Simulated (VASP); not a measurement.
# BaCu3 (P-62m) in VASP: reference runs

Reference runs on BaCu3: the cell as given.

All numbers are computed with VASP 6.6.1; they aren't measurements. Logs are shortened: lines on timing, memory, paths and dates and some standing lists are left out, and cuts for length are marked.

## (1) Starting point

Symmetry: P-62m, No. 189, hexagonal system. Conventional cell: a = 5.005 Å, b = 5.005 Å, c = 4.189 Å, α = 90.00°, β = 90.00°, γ = 120.00°. Ba (site symmetry -62m) has 6 Cu at 2.34 to 2.66 Å as nearest neighbours. Cu (site symmetry m2m) is surrounded by 2 Ba at 2.34 to 2.66 Å and 4 Cu at 2.52 Å.

The cell was built by a generator and needn't be a form met in nature.

## (2) Single point, PBE

INCAR reads:

```
SYSTEM = BaCu3
PREC = Accurate ; ENCUT = 520
EDIFF = 1E-7 ; ISMEAR = -1
SIGMA = 0.05 ; LREAL = .FALSE.
LASPH = .TRUE. ; NELM = 80
ALGO = Normal ; ISIF = 2
LWAVE = .FALSE. ; LCHARG = .TRUE.
GGA = PE ; LELF = .TRUE.
LVHAR = .TRUE. ; NBANDS = 30
```

KPOINTS reads:

```
Automatic mesh
0
G
  6 6 6
  0 0 0
```

POSCAR reads:

```
BaCu3
1.0
    5.0045264400      0.0000000000      0.0000000000
   -2.5022632200      4.3340470300      0.0000000000
    0.0000000000      0.0000000000      4.1892219300
Ba Cu
1 3
Direct
    0.0000000000      0.0000000000      0.0000000000
    0.4680071700      0.0000000000      0.0000000000
    0.0000000000      0.4680071700      0.0000000000
    0.5319928300      0.5319928300      0.0000000000
```

Potentials or basis: VASP PAW PBE potentials, release 64 (Ba_sv, Cu).

Started as:

```console
cat potpaw_PBE.64/Ba_sv/POTCAR potpaw_PBE.64/Cu/POTCAR > POTCAR
mpirun -np 1 vasp_std > vasp.out
```

OUTCAR:

```text
SYSTEM = BaCu3
   PREC = Accurate
   ENCUT = 520
   EDIFF = 1E-7
   ISMEAR = -1
   LREAL = .FALSE.
   LASPH = .TRUE.
   NELM = 80
   ISIF = 2
   GGA = PE

 ion  position               nearest neighbor table
   1  0.000  0.000  0.000-   3 2.34   4 2.34   2 2.34   4 2.66   3 2.66   2 2.66
   2  0.468  0.000  0.000-   1 2.34   4 2.52   3 2.52   4 2.52   3 2.52   1 2.66
   3  0.000  0.468  0.000-   1 2.34   2 2.52   2 2.52   4 2.52   4 2.52   1 2.66
   4  0.532  0.532  0.000-   1 2.34   2 2.52   2 2.52   3 2.52   3 2.52   1 2.66

  LATTYP: Found a hexagonal cell.
 ALAT       =     5.0045264400
 C/A-ratio  =     0.8370865816

  Lattice vectors:

 A1 = (   5.0045264400,   0.0000000000,   0.0000000000)
 A2 = (  -2.5022632200,   4.3340470300,   0.0000000000)
 A3 = (   0.0000000000,   0.0000000000,   4.1892219300)

Analysis of symmetry for initial positions (statically):
=====================================================================
 Subroutine PRICEL returns:
 Original cell was already a primitive cell.

 Routine SETGRP: Setting up the symmetry group for a
 hexagonal supercell.

 Subroutine GETGRP returns: Found 12 space group operations
 (whereof 12 operations were pure point group operations)
 out of a pool of 24 trial point group operations.

The static configuration has the point symmetry D_3h.

Analysis of symmetry for dynamics (positions and initial velocities):
=====================================================================
 Subroutine PRICEL returns:
 Original cell was already a primitive cell.

 Routine SETGRP: Setting up the symmetry group for a
 hexagonal supercell.

 Subroutine GETGRP returns: Found 12 space group operations
 (whereof 12 operations were pure point group operations)
 out of a pool of 24 trial point group operations.

The dynamic configuration has the point symmetry D_3h.

 Subroutine INISYM returns: Found 12 space group operations
 (whereof 12 operations are pure point group operations),
 and found     1 'primitive' translations

----------------------------------------------------------------------------------------

                                     Primitive cell

  volume of cell :      90.8636

  direct lattice vectors                    reciprocal lattice vectors
     5.004526440  0.000000000  0.000000000     0.199819106  0.115365615  0.000000000
    -2.502263220  4.334047030  0.000000000     0.000000000  0.230731230  0.000000000
     0.000000000  0.000000000  4.189221930     0.000000000  0.000000000  0.238707812

  length of vectors
     5.004526440  5.004526439  4.189221930     0.230731229  0.230731230  0.238707812

  position of ions in fractional coordinates (direct lattice)
     0.000000000  0.000000000  0.000000000
     0.468007170  0.000000000  0.000000000
     0.000000000  0.468007170  0.000000000
     0.531992830  0.531992830  0.000000000

  ion indices of the primitive-cell ions
   primitive index   ion index
                 1           1
                 2           2
                 3           3
                 4           4

----------------------------------------------------------------------------------------

 KPOINTS: Automatic mesh

Automatic generation of k-mesh.
 Grid dimensions read from file:
 generate k-points for:    6    6    6

 Generating k-lattice:

  Cartesian coordinates                     Fractional coordinates (reciprocal lattice)
     0.033303184  0.019227602  0.000000000     0.166666667  0.000000000  0.000000000
     0.000000000  0.038455205  0.000000000     0.000000000  0.166666667  0.000000000
     0.000000000  0.000000000  0.039784635     0.000000000  0.000000000  0.166666667

  Length of vectors
     0.038455205  0.038455205  0.039784635

  Shift w.r.t. Gamma in fractional coordinates (k-lattice)
     0.000000000  0.000000000  0.000000000

 Subroutine IBZKPT returns following result:
 ===========================================

 Found     28 irreducible k-points:

 Following reciprocal coordinates:
            Coordinates               Weight
  0.000000  0.000000  0.000000      1.000000
  0.166667  0.000000  0.000000      6.000000
  0.333333  0.000000  0.000000      6.000000
  0.500000  0.000000  0.000000      3.000000
  0.166667  0.166667  0.000000      6.000000
  0.333333  0.166667  0.000000     12.000000
[... 16 lines left out ...]
  0.166667  0.000000  0.500000      6.000000
  0.333333  0.000000  0.500000      6.000000
 [... further k-points ...]
   k-points           NKPTS =     28   k-points in BZ     NKDIM =     28   number of bands    NBANDS=     30
   number of dos      NEDOS =    301   number of ions     NIONS =      4
   total plane-waves  NPLWV =  51200
   dimension x,y,z NGX =    40 NGY =   40 NGZ =   32
   dimension x,y,z NGXF=    80 NGYF=   80 NGZF=   64
   ions per type =               1   3
   NGX,Y,Z   is equivalent  to a cutoff of  13.29, 13.29, 12.70 a.u.
   NGXF,Y,Z  is equivalent  to a cutoff of  26.58, 26.58, 25.40 a.u.
 SYSTEM =  BaCu3
   PREC   = accura    normal or accurate (medium, high low for compatibility)
   ISTART =      0    job   : 0-new  1-cont  2-samecut
   ICHARG =      2    charge: 1-file 2-atom 10-const
   ISPIN  =      1    spin polarized calculation?
   LNONCOLLINEAR =      F non collinear calculations
   LSORBIT =      F    spin-orbit coupling
   LASPH  =      T    aspherical Exc in radial PAW
   ENCUT  =  520.0 eV  38.22 Ry    6.18 a.u.   9.31  9.31  7.79*2*pi/ulx,y,z
   NELM   =     80;   NELMIN=  2; NELMDL= -5     # of ELM steps
   EDIFF  = 0.1E-06   stopping-criterion for ELM
   LREAL  =      F    real-space projection
   EDIFFG = 0.1E-05   stopping-criterion for IOM
   NSW    =      0    number of steps for IOM
   IBRION =     -1    ionic relax: 0-MD 1-quasi-New 2-CG
   NFREE  =      0    steps in history (QN), initial steepest desc. (CG)
   ISIF   =      2    stress and relaxation
   ISYM   =      2    0-nonsym 1-usesym 2-fastsym
   POTIM  = 0.5000    time-step for ionic-motion
   TEBEG  =    0.0;   TEEND  =   0.0 temperature during run
   PSTRESS=    0.0 pullay stress
   NELECT =      43.0000    total number of electrons
   NUPDOWN=      -1.0000    fix difference up-down
   EMIN   =  10.00;   EMAX   =-10.00  energy-range for DOS
   EFERMI =   0.00;   METHOD = LEGACY
   ISMEAR =    -1;   SIGMA  =   0.05  broadening in eV -4-tet -1-fermi 0-gaus
   EFERMI_NEDOS =   21; number of points for ismear=-14 and -15
   IALGO  =     38    algorithm
   IMIX   =      4    mixing-type and parameters
     AMIX     =   0.40;   BMIX     =  1.00
     AMIX_MAG =   1.60;   BMIX_MAG =  1.00
  volume/ion in A,a.u.               =      22.72       153.29
  Fermi-wavevector in a.u.,A,eV,Ry     =   1.275756  2.410829 22.144212  1.627554
  Thomas-Fermi vector in A             =   2.408450
   LORBIT       =      0    0 simple, 1 ext, 2 COOP (PROOUT), +10 PAW based schemes
   GGA     = PE    functional components
   LHFCALC =     F    Hartree Fock is set to
   AEXX    =    0.0000 exact exchange contribution
   IVDW    =     0    specifies the selected vdW correction
   LEPSILON=     F    determine dielectric tensor
   LRPA    =     F    only Hartree local field effects (RPA)
 non-spin polarized calculation
  energy-cutoff  :      520.00
  volume of cell :       90.86
 maximum number of plane-waves:      2476
 NGX is ok and might be reduce to    40
   NGX = 19   NGY = 19   NGZ = 15

 number of electron      43.0000012 magnetization

 Free energy of the ion-electron system (eV)
  ---------------------------------------------------
  ext. energy  EPLUGINS =         0.00000000
  ---------------------------------------------------
  free energy    TOTEN  =        -7.42754515 eV

  energy without entropy =       -7.42447415  energy(sigma->0) =       -7.42600965

 E-fermi :   3.8853     XC(G=0):  -9.5052

 val. band max:        3.6686979770   @ k =   0.0000   0.0000   0.3333
 cond. band min:       3.9198244831   @ k =   0.3333   0.3333   0.3333
 fundamental gap:      0.2511265061
 Fermi energy:         3.8852763343

 k-point     1 :       0.0000    0.0000    0.0000
  band No.  band energies     occupation
      1     -24.8251      2.00000
      2     -10.6549      2.00000
      3     -10.6549      2.00000
      4      -9.6976      2.00000
      5      -2.3530      2.00000
      6      -1.7269      2.00000
[... 22 lines left out ...]
     29       9.5781      0.00000
     30      12.2948      0.00000

 k-point     2 :       0.1667    0.0000    0.0000
  band No.  band energies     occupation
      1     -24.8135      2.00000
      2     -10.8109      2.00000
      3     -10.7083      2.00000
      4      -9.7041      2.00000
      5      -2.0606      2.00000
      6      -1.5484      2.00000
[... 22 lines left out ...]
     29       9.1177      0.00000
     30      11.8589      0.00000

 k-point     3 :       0.3333    0.0000    0.0000
  band No.  band energies     occupation
      1     -24.7902      2.00000
      2     -11.0985      2.00000
      3     -10.8106      2.00000
      4      -9.7169      2.00000
      5      -1.4647      2.00000
      6      -1.1948      2.00000
[... 22 lines left out ...]
     29       9.5999      0.00000
     30      10.8473      0.00000

 k-point     4 :       0.5000    0.0000    0.0000
  band No.  band energies     occupation
      1     -24.7785      2.00000
      2     -11.2322      2.00000
      3     -10.8599      2.00000
      4      -9.7232      2.00000
      5      -1.0915      2.00000
      6      -0.8359      2.00000
[... 616 lines left out ...]
     29      10.3036      0.00000
     30      11.3036      0.00000

 k-point    23 :       0.1667    0.0000    0.5000
  band No.  band energies     occupation
      1     -24.7850      2.00000
      2     -10.7658      2.00000
      3     -10.6659      2.00000
      4     -10.1232      2.00000
      5      -1.7516      2.00000
      6      -1.5116      2.00000
[... 22 lines left out ...]
     29       9.6510      0.00000
     30      10.6290      0.00000

 k-point    24 :       0.3333    0.0000    0.5000
  band No.  band energies     occupation
      1     -24.7619      2.00000
      2     -11.0483      2.00000
      3     -10.7675      2.00000
      4     -10.1284      2.00000
      5      -1.2362      2.00000
      6      -1.1589      2.00000
[... 22 lines left out ...]
     29      10.0788      0.00000
     30      10.4624      0.00000

 [... further k-points ...]

------------------------ aborting loop because EDIFF is reached ----------------------------------------

  FORCE on cell =-STRESS in cart. coord.  units (eV):
  Direction    XX          YY          ZZ          XY          YZ          ZX
  --------------------------------------------------------------------------------------
  -------------------------------------------------------------------------------------
  Total       16.6283952     16.6283952     -0.6810485      0.0000000      0.0000000      0.0000000
  in kB      293.2047110    293.2047109    -12.0087741      0.0000000      0.0000000      0.0000000
  external PRESSURE =     191.4668826 kB  Pullay stress =       0.0000000 kB

 VOLUME and BASIS-vectors are now :
 -----------------------------------------------------------------------------
  energy-cutoff  :      520.00
  volume of cell :       90.86
      direct lattice vectors                 reciprocal lattice vectors
     5.004526440  0.000000000  0.000000000     0.199819106  0.115365615  0.000000000
    -2.502263220  4.334047030  0.000000000     0.000000000  0.230731230  0.000000000
     0.000000000  0.000000000  4.189221930     0.000000000  0.000000000  0.238707812

 POSITION                                       TOTAL-FORCE (eV/Angst)
 -----------------------------------------------------------------------------------
      0.00000      0.00000      0.00000        -0.000000     -0.000000      0.000000
      2.34215      0.00000      0.00000         2.363749      0.000000      0.000000
     -1.17108      2.02837      0.00000        -1.181875      2.047067     -0.000000
      1.33119      2.30568      0.00000        -1.181875     -2.047067      0.000000
 -----------------------------------------------------------------------------------
    total drift:                               -0.000001     -0.000001      0.000001

  FREE ENERGIE OF THE ION-ELECTRON SYSTEM (eV)
  ---------------------------------------------------
  free  energy   TOTEN  =        -7.4275451496 eV

  energy  without entropy=       -7.4244741459  energy(sigma->0) =       -7.42600965
```

It took 2.9 min on 1 thread of AMD EPYC, shared host; peak memory 0.22 GiB.

Results:

| Property | Result |
| --- | --- |
| Free energy | -7.4275 eV |
| Pressure | 19.1 GPa |
| Largest force | 2.364 eV/Å |
| Band gap on the k mesh | none (metal or under the smearing width) |

Forces on the atoms (eV/Å):
```
Ba   0.000  0.000  0.000
Cu   2.364  0.000  0.000
Cu  -1.182  2.047  0.000
Cu  -1.182 -2.047  0.000
```

Caveat: so large a pressure means that the cell lies far from this level's equilibrium, or that cutoff or potentials fall short; forces of over 1 eV/Å show positions far from the minimum, so gaps and moduli don't describe the material at rest. The run has no spin-orbit coupling, so splittings on Ba are missing.
